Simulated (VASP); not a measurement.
# Lattice vibrations of HfO2, part 5 of 5

Aim: the phonon dispersion and thermal properties of HfO2. The start is a cell from a database of measured crystal structures.

VASP 6.6.1; LDA; plane waves and PAW (Hf, O).

So far. Step 3 (Relax the host again, on a new basis): The start already met the threshold, so nothing moved. Step 4 (Tight relaxation): The run ended after 3 ionic steps, 0.000 eV below its first step, once forces and stress met EDIFFG = -0.002.

## (6) Force constants in the supercell (continued)

OUTCAR, selected parts (step 6):

```text
   k-points           NKPTS =      4   k-points in BZ     NKDIM =      4   number of bands    NBANDS=     88

   ENCUT  =  480.0 eV  35.28 Ry    5.94 a.u.  12.57 12.57 12.57*2*pi/ulx,y,z

   NELECT =     128.0000    total number of electrons

 E-fermi :   5.1616

 k-point     1 :       0.0000    0.0000    0.0000
  band No.  band energies     occupation
    ...
     60       4.2154      2.00000
     61       4.2166      2.00000
     62       4.8598      2.00000
     63       4.8615      2.00000
     64       4.8630      2.00000
     65       8.5730      0.00000
     66       8.5807      0.00000
     67       8.5900      0.00000
     68       8.6340      0.00000
     69       8.6348      0.00000
    ...

 POSITION                                       TOTAL-FORCE (eV/Angst)
 -----------------------------------------------------------------------------------
      0.00000      0.00000      0.00000         0.007510     -0.008831     -0.008831
      2.48829      2.48829      0.00000         0.007178     -0.008739      0.008739
      2.48829      0.00000      2.48829         0.007178      0.008739     -0.008739
      4.97658      2.48829      2.48829        -0.020631     -0.004356     -0.004356
      0.00000      2.48829      2.48829         0.007510      0.008831      0.008831
      2.48829      4.97658      2.48829        -0.022158     -0.002309      0.002309
      2.48829      2.48829      4.97658        -0.022158      0.002309     -0.002309
      4.97658      4.97658      4.97658        -0.020631      0.004356      0.004356
      3.71743      3.73243      3.73243         0.223684      0.000000      0.000000
      6.22072      6.22072      3.73243        -0.003030     -0.012855     -0.000031
      6.22072      3.73243      6.22072        -0.003030     -0.000031     -0.012855
      8.70901      6.22072      6.22072         0.000098      0.000000      0.000000
      3.73243      6.22072      6.22072         0.000086      0.000000      0.000000
      6.22072      8.70901      6.22072        -0.003030      0.000031      0.012855
      6.22072      6.22072      8.70901        -0.003030      0.012855      0.000031
      8.70901      8.70901      8.70901        -0.017154      0.000000      0.000000
      1.24414      1.24414      1.24414         0.002437      0.000000      0.000000
      3.73243      3.73243      1.24414         0.014176     -0.000277      0.000345
      3.73243      1.24414      3.73243         0.014176      0.000345     -0.000277
      6.22072      3.73243      3.73243        -0.073119      0.000000      0.000000
      1.24414      3.73243      3.73243        -0.075541     -0.000000     -0.000000
      3.73243      6.22072      3.73243         0.014176     -0.000345      0.000277
      3.73243      3.73243      6.22072         0.014176      0.000277     -0.000345
      6.22072      6.22072      6.22072        -0.048871     -0.000000     -0.000000
 -----------------------------------------------------------------------------------
    total drift:                                0.000535      0.000000      0.000000

  FREE ENERGIE OF THE ION-ELECTRON SYSTEM (eV)
  ---------------------------------------------------
  free  energy   TOTEN  =      -265.5590712501 eV

  energy  without entropy=     -265.5590712501  energy(sigma->0) =     -265.55907125

 Eigenvectors and eigenvalues of the dynamical matrix
 ----------------------------------------------------

   1 f  =   21.875079 THz   137.445172 2PiTHz  729.674080 cm-1    90.468015 meV
             X         Y         Z           dx          dy          dz
      0.000000  0.000000  0.000000     0.000000    0.000000   -0.000000
      2.488289  2.488289  0.000000     0.000000    0.000000    0.000000
      2.488289  0.000000  2.488289     0.000000    0.000000    0.000000
      4.976577  2.488289  2.488289    -0.000000   -0.000000    0.000000
      0.000000  2.488289  2.488289    -0.000000   -0.000000    0.000000
[...]
2.488289  2.488289  4.976577    -0.000000   -0.000000   -0.000000
      4.976577  4.976577  4.976577     0.000000    0.000000   -0.000000
      3.732433  3.732433  3.732433     0.249304    0.018641   -0.000000
      6.220722  6.220722  3.732433    -0.249304   -0.018641   -0.000000
      6.220722  3.732433  6.220722    -0.249304    0.018641    0.000000
      8.709010  6.220722  6.220722     0.249304   -0.018641    0.000000
      3.732433  6.220722  6.220722     0.249304   -0.018641    0.000000
      6.220722  8.709010  6.220722    -0.249304    0.018641    0.000000
      6.220722  6.220722  8.709010    -0.249304   -0.018641   -0.000000
      8.709010  8.709010  8.709010     0.249304    0.018641   -0.000000
      1.244144  1.244144  1.244144    -0.249304   -0.018641    0.000000
      3.732433  3.732433  1.244144     0.249304    0.018641    0.000000
      3.732433  1.244144  3.732433     0.249304   -0.018641   -0.000000
      6.220722  3.732433  3.732433    -0.249304    0.018641   -0.000000
      1.244144  3.732433  3.732433    -0.249304    0.018641   -0.000000
      3.732433  6.220722  3.732433     0.249304   -0.018641   -0.000000
      3.732433  3.732433  6.220722     0.249304    0.018641    0.000000
      6.220722  6.220722  6.220722    -0.249304   -0.018641    0.000000

   4 f  =   18.718695 THz   117.613029 2PiTHz  624.388456 cm-1    77.414267 meV
             X         Y         Z           dx          dy          dz
      0.000000  0.000000  0.000000     0.000000   -0.000000    0.000000
      2.488289  2.488289  0.000000     0.000000   -0.000000   -0.000000
      2.488289  0.000000  2.488289    -0.000000   -0.000000    0.000000
      4.976577  2.488289  2.488289    -0.000000    0.000000    0.000000
      0.000000  2.488289  2.488289    -0.000000   -0.000000    0.000000
      2.488289  4.976577  2.488289     0.000000    0.000000    0.000000
      2.488289  2.488289  4.976577     0.000000    0.000000    0.000000
      4.976577  4.976577  4.976577     0.000000   -0.000000   -0.000000
      3.732433  3.732433  3.732433    -0.198488   -0.020892    0.004139
      6.220722  6.220722  3.732433     0.020892    0.198488   -0.208524
      6.220722  3.732433  6.220722    -0.004139   -0.208524    0.198488
      8.709010  6.220722  6.220722     0.208524    0.004139   -0.020892
      3.732433  6.220722  6.220722    -0.208524   -0.004139    0.020892
      6.220722  8.709010  6.220722     0.004139    0.208524   -0.198488
      6.220722  6.220722  8.709010    -0.020892   -0.198488    0.208524
      8.709010  8.709010  8.709010     0.198488    0.020892   -0.004139
      1.244144  1.244144  1.244144    -0.198488   -0.020892    0.004139
      3.732433  3.732433  1.244144     0.020892    0.198488   -0.208524
      3.732433  1.244144  3.732433    -0.004139   -0.208524    0.198488
      6.220722  3.732433  3.732433     0.208524    0.004139   -0.020892
      1.244144  3.732433  3.732433    -0.208524   -0.004139    0.020892
      3.732433  6.220722  3.732433     0.004139    0.208524   -0.198488
      3.732433  3.732433  6.220722    -0.020892   -0.198488    0.208524
      6.220722  6.220722  6.220722     0.198488    0.020892   -0.004139

   5 f  =   18.718695 THz   117.613029 2PiTHz  624.388456 cm-1    77.414267 meV
             X         Y         Z           dx          dy          dz
      0.000000  0.000000  0.000000     0.000000    0.000000   -0.000000
      2.488289  2.488289  0.000000    -0.000000   -0.000000   -0.000000
      2.488289  0.000000  2.488289     0.000000   -0.000000   -0.000000
      4.976577  2.488289  2.488289    -0.000000   -0.000000    0.000000
      0.000000  2.488289  2.488289    -0.000000    0.000000    0.000000
      2.488289  4.976577  2.488289    -0.000000    0.000000    0.000000
    [... 1824 further lines ...]
      3.732433  6.220722  3.732433    -0.216737    0.120914    0.030082
      3.732433  3.732433  6.220722    -0.216737   -0.120914   -0.030082
      6.220722  6.220722  6.220722     0.216737    0.120914   -0.030082

 ELASTIC MODULI CONTR FROM IONIC RELAXATION (kBar)
 Direction    XX          YY          ZZ          XY          YZ          ZX
 --------------------------------------------------------------------------------
 XX           0.0000      0.0000      0.0000      0.0000      0.0000      0.0000
 YY           0.0000      0.0000      0.0000      0.0000      0.0000      0.0000
 ZZ           0.0000      0.0000      0.0000      0.0000      0.0000      0.0000
 XY           0.0000      0.0000      0.0000      0.0000      0.0000      0.0000
 YZ           0.0000      0.0000      0.0000      0.0000      0.0000      0.0000
 ZX           0.0000      0.0000      0.0000      0.0000      0.0000      0.0000
 --------------------------------------------------------------------------------

[... 1 part as in an earlier step ...]

[... 13 further parts left out ...]
```

CONTCAR:

```
HfO2
   1.00000000000000
     0.0000000000000000    4.9765773036000001    4.9765773036000001
     4.9765773036000001    0.0000000000000000    4.9765773036000001
     4.9765773036000001    4.9765773036000001    0.0000000000000000
  Hf              O
     8    16
Direct
     0.0000000000000000    0.0000000000000000    0.0000000000000000
     0.0000000000000000    0.0000000000000000    0.5000000000000000
     0.0000000000000000    0.5000000000000000    0.0000000000000000
     0.0000000000000000    0.5000000000000000    0.5000000000000000
     0.5000000000000000    0.0000000000000000    0.0000000000000000
     0.5000000000000000    0.0000000000000000    0.5000000000000000
     0.5000000000000000    0.5000000000000000    0.0000000000000000
     0.5000000000000000    0.5000000000000000    0.5000000000000000
     0.3765070598812109    0.3734929401187892    0.3734929401187891
     0.3750000000000000    0.3750000000000000    0.8750000000000000
     0.3750000000000000    0.8750000000000000    0.3750000000000000
     0.3750000000000000    0.8750000000000000    0.8750000000000000
     0.8750000000000000    0.3750000000000000    0.3750000000000000
     0.8750000000000000    0.3750000000000000    0.8750000000000000
     0.8750000000000000    0.8750000000000000    0.3750000000000000
     0.8750000000000000    0.8750000000000000    0.8750000000000000
     0.1250000000000000    0.1250000000000000    0.1250000000000000
     0.1250000000000000    0.1250000000000000    0.6250000000000000
     0.1250000000000000    0.6250000000000000    0.1250000000000000
     0.1250000000000000    0.6250000000000000    0.6250000000000000
     0.6250000000000000    0.1250000000000000    0.1250000000000000
     0.6250000000000000    0.1250000000000000    0.6250000000000000
     0.6250000000000000    0.6250000000000000    0.1250000000000000
     0.6250000000000000    0.6250000000000000    0.6250000000000000
```

The last energy, forces, stress and levels in OUTCAR belong to the last displaced cell, not to the cell of POSCAR.

This step gave:

```yaml
electrons: 128
lowest_frequency: -194.0 cm⁻¹
highest_frequency: 729.7 cm⁻¹
dynamically_stable: no
```

With the long-range dipole term. Phonon branches along the path, in cm⁻¹:

```tsv
point	branch 1	branch 2	branch 3	branch 4	branch 5	branch 6	branch 7	branch 8	branch 9
Γ	0	0	0	274	274	614	614	614	656
0.47 of the way	80	80	193	316	316	449	611	611	692
X	-194	110	110	271	343	343	591	591	730
0.47 of the way	-117	112	137	252	319	394	571	611	714
W	114	199	199	220	222	499	499	665	666
0.53 of the way	113	145	170	224	306	444	546	632	689
K	110	112	159	231	375	386	575	607	697
0.47 of the way	106	112	180	307	454	510	518	628	642
Γ	0	0	0	274	274	614	614	614	656
0.47 of the way	86	86	144	360	360	579	579	581	639
L	100	100	210	433	433	532	549	549	624
0.53 of the way	107	150	207	313	411	436	558	614	656
U	110	112	159	231	375	386	575	607	697
0.53 of the way	113	154	173	222	295	452	541	636	687
W	114	199	199	220	222	499	499	665	666
0.53 of the way	107	153	206	343	351	478	535	636	644
L	100	100	210	433	433	532	549	549	624
0.53 of the way	107	150	207	313	411	436	558	614	656
K	110	112	159	231	375	386	575	607	697
jump to U	110	112	159	231	375	386	575	607	697
0.47 of the way	-147	111	128	258	352	357	587	596	719
X	-194	110	110	271	343	343	591	591	730
```

The phonon branches as a text plot (rows in cm⁻¹):

```
    710 |    ********   *                      *             ****
    672 |****        *** **     ****         ** *****      **
    633 |           ** *  *******   *********   **   ******
    595 |***********    **      ******     *****       * ********
    556 |  *        *  ****   **      ***********     ********
    518 |            **    ***           **      *****  *
    479 |   *        **     *              *     * ***** **
    441 |           *  *   * *          *****   *      *****
    403 |    *          ***   *        *   *****      ** *****
    364 |         **    *      *      *        *     **      ***
    326 |   ********         *  *   **      *   *    *     *    *
    287 |***     *  *  *   ** ******                *           *
    249 |      ** ***** *                    * * * *        * **
    210 |    ***     *** ****           ******* **************
    172 |   *       ** ***** *        **     *****  **      **
    133 |  *      ** ** *   * **     *     **   ***   *   ** ***
     95 | *  ********  **********   *************  **************
     56 | ***                  **  **
     18 |*                       ***
    -21 |
    -59 |                                                     *
    -98 |
   -136 |       *  *
   -175 |        **                                            **
         Γ       X    W  K        Γ      L     U  W     L   K|U X
```

The phonon density of states has structure finer than the step of the table below, so its rows give means over 25 cm⁻¹, whole bins alone (the curve runs from -218 to 756 cm⁻¹). Peaks (cm⁻¹: height): 109.8: 0.0692, 205.9: 0.0301, 340.6: 0.0174, 611.5: 0.0328.

Phonon density of states against frequency; means over each step:

```tsv
frequency (cm⁻¹)	phonon density of states (states/cm⁻¹/cell)
-200	3.4e-5
-175	2.8e-4
-150	3.8e-4
-125	3.8e-4
-100	3.9e-4
-75	2.7e-4
-50	2.4e-4
-25	1.2e-4
0	1.0e-5
25	3.7e-4
50	0.00174
75	0.00707
100	0.0405
125	0.0178
150	0.0124
175	0.0112
200	0.0213
225	0.0109
250	0.00738
275	0.00528
300	0.00999
325	0.0150
350	0.0144
375	0.0113
400	0.0113
425	0.0114
450	0.00883
475	0.00983
500	0.00591
525	0.00955
550	0.0140
575	0.0139
600	0.0228
625	0.0235
650	0.0193
675	0.0113
700	0.00713
725	0.00245
```

## (7) Summary of results

```json
{
 "highest frequency": "730 cm⁻¹",
 "lowest frequency": "-194 cm⁻¹"
}
```

In words: The spectrum reaches 730 cm⁻¹, and its lowest point lies at -194 cm⁻¹. Imaginary modes (printed as negative) make the structure unstable in the harmonic picture at these settings. Where their wave vectors fit the supercell they are computed directly; elsewhere they may come from the interpolation. Frequencies between the wave vectors that fit the supercell are interpolated. The relaxed cell's volume lies -7.9 % from the database cell's, so the frequencies belong to that other cell.

[Lines on the potential files, build, host, timing and source positions are cut from VASP's logs without a mark.]

[Logs are printed without paths, hosts, clocks, repeated set-up lines and the standing remarks that a program may print on its own settings, such as how far it seeks lower states.]

[Hosts, paths, dates, database ids (printed as entryN), source tags and the programs' standing remarks are cut or masked in the printed files.]

[Runs that stopped without an error message from VASP are left out.]
